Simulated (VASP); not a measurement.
These are PBE GGA, VASP's PBE PAW potentials (set 64) (plane waves; VASP) values and carry that method's errors.

VASP ran on this input.

### KPOINTS
```
Automatic mesh
0
Gamma
14 14 14
0 0 0
```

**INCAR**
```
ALGO=Normal
EDIFF=1E-7
ENCUT=520
GGA=PE
ISIF=2
ISMEAR=-5
LASPH=.TRUE.
LCHARG=.TRUE.
LMAXMIX=4
LORBIT=11
LREAL=.FALSE.
LWAVE=.FALSE.
NEDOS=601
NELM=100
PREC=Accurate
SYSTEM=CuZn
```

### POSCAR
```
CuZn
2.9665290
  0.9999999197   0.0000000000   0.0000000000
  0.0000000000   0.9999999197   0.0000000000
  0.0000000000   0.0000000000   0.9999999197
Zn Cu
1 1
Cart
  0.4999999599   0.4999999599   0.4999999599
  0.0000000000   0.0000000000   0.0000000000
```

POTCAR, in this order: Zn Cu (PBE.64 set). Program: vasp_std.

The resulting files:

### OUTCAR
```
 ion  position               nearest neighbor table
   1  0.500  0.500  0.500-   2 2.57   2 2.57   2 2.57   2 2.57   2 2.57   2 2.57   2 2.57   2 2.57
  LATTYP: Found a simple cubic cell.
 ALAT       =     2.9665287618
 Subroutine PRICEL returns:
 Original cell was already a primitive cell.
 Subroutine GETGRP returns: Found 48 space group operations
The static configuration has the point symmetry O_h .
The dynamic configuration has the point symmetry O_h .
 Subroutine INISYM returns: Found 48 space group operations
 Subroutine IBZKPT returns following result:
 Found    120 irreducible k-points:

 Following reciprocal coordinates:
            Coordinates               Weight
  0.000000  0.000000  0.000000      1.000000
  0.071429  0.000000  0.000000      6.000000
  0.142857  0.000000  0.000000      6.000000
  0.214286  0.000000  0.000000      6.000000
  0.285714  0.000000  0.000000      6.000000
  0.357143  0.000000  0.000000      6.000000
  0.428571  0.000000  0.000000      6.000000
  0.500000  0.000000  0.000000      3.000000
  0.071429  0.071429  0.000000     12.000000
  0.142857  0.071429  0.000000     24.000000
  0.214286  0.071429  0.000000     24.000000
  0.285714  0.071429  0.000000     24.000000
  0.357143  0.071429  0.000000     24.000000
  0.428571  0.071429  0.000000     24.000000
  0.500000  0.071429  0.000000     12.000000
  0.142857  0.142857  0.000000     12.000000
  0.214286  0.142857  0.000000     24.000000
  0.285714  0.142857  0.000000     24.000000
  0.357143  0.142857  0.000000     24.000000
  0.428571  0.142857  0.000000     24.000000
  0.500000  0.142857  0.000000     12.000000
  0.214286  0.214286  0.000000     12.000000
  0.285714  0.214286  0.000000     24.000000
  0.357143  0.214286  0.000000     24.000000
  0.428571  0.214286  0.000000     24.000000
...
```

OSZICAR:
```
       N       E                     dE             d eps       ncg     rms          rms(c)
DAV:   1     0.110187766626E+03    0.11019E+03   -0.11720E+04  3752   0.253E+03
DAV:   2    -0.303947178338E+01   -0.11323E+03   -0.11051E+03  3663   0.327E+02
DAV:   3    -0.605340120545E+01   -0.30139E+01   -0.30025E+01  4419   0.719E+01
DAV:   4    -0.607362885204E+01   -0.20228E-01   -0.20219E-01  4265   0.518E+00
DAV:   5    -0.607392176419E+01   -0.29291E-03   -0.29281E-03  4687   0.653E-01    0.936E+00
DAV:   6    -0.595342905208E+01    0.12049E+00   -0.17175E+01  3933   0.108E+02    0.606E+00
DAV:   7    -0.501824538220E+01    0.93518E+00   -0.38536E+00  3835   0.102E+02    0.217E+00
DAV:   8    -0.502196140791E+01   -0.37160E-02   -0.19967E-01  4917   0.651E+00    0.126E+00
DAV:   9    -0.501262969321E+01    0.93317E-02   -0.24367E-02  4357   0.396E+00    0.473E-02
DAV:  10    -0.501264959563E+01   -0.19902E-04   -0.64781E-04  5524   0.502E-01    0.266E-02
DAV:  11    -0.501265222531E+01   -0.26297E-05   -0.24214E-05  4943   0.128E-01    0.113E-02
DAV:  12    -0.501265140483E+01    0.82048E-06   -0.13935E-06  4310   0.212E-02    0.195E-03
DAV:  13    -0.501265154110E+01   -0.13627E-06   -0.12097E-07  2847   0.101E-02    0.971E-04
DAV:  14    -0.501265137770E+01    0.16340E-06   -0.39029E-08  2381   0.556E-03    0.993E-05
DAV:  15    -0.501265140379E+01   -0.26088E-07   -0.87995E-09  2234   0.193E-03
   1 F= -.50126514E+01 E0= -.50126514E+01  d E =0.000000E+00
```

### OUTCAR
```
------------------------ aborting loop because EDIFF is reached ----------------------------------------
  FORCE on cell =-STRESS in cart. coord.  units (eV):
  Direction    XX          YY          ZZ          XY          YZ          ZX
  --------------------------------------------------------------------------------------
  Total        0.0288433      0.0288433      0.0288433      0.0000000      0.0000000      0.0000000
  in kB        1.7701465      1.7701465      1.7701465      0.0000000      0.0000000      0.0000000
  external PRESSURE =       1.7701465 kB  Pullay stress =       0.0000000 kB
  volume of cell :       26.11
      direct lattice vectors                 reciprocal lattice vectors
     2.966528762  0.000000000  0.000000000     0.337094321  0.000000000  0.000000000
     0.000000000  2.966528762  0.000000000     0.000000000  0.337094321  0.000000000
     0.000000000  0.000000000  2.966528762     0.000000000  0.000000000  0.337094321
 POSITION                                       TOTAL-FORCE (eV/Angst)
 -----------------------------------------------------------------------------------
      1.48326      1.48326      1.48326         0.000000      0.000000      0.000000
      0.00000      0.00000      0.00000         0.000000      0.000000      0.000000
 -----------------------------------------------------------------------------------
    total drift:                                0.000000      0.000000     -0.000000
  FREE ENERGIE OF THE ION-ELECTRON SYSTEM (eV)
  ---------------------------------------------------
  free  energy   TOTEN  =        -5.0126514038 eV

  energy  without entropy=       -5.0126514038  energy(sigma->0) =       -5.01265140

 total charge

# of ion       s       p       d       tot
------------------------------------------
    1        0.577   0.505   9.734  10.816
    2        0.420   0.368   9.178   9.966
--------------------------------------------------
tot          0.997   0.873  18.913  20.782
```
(Selected blocks of OUTCAR.)

For a metal the tetrahedron method with Blöchl corrections gives inexact stress and forces.

The compound is CuZn in the CsCl type structure. It was relaxed first. The electron count is odd and the run is not spin-polarised, which forces a metal.
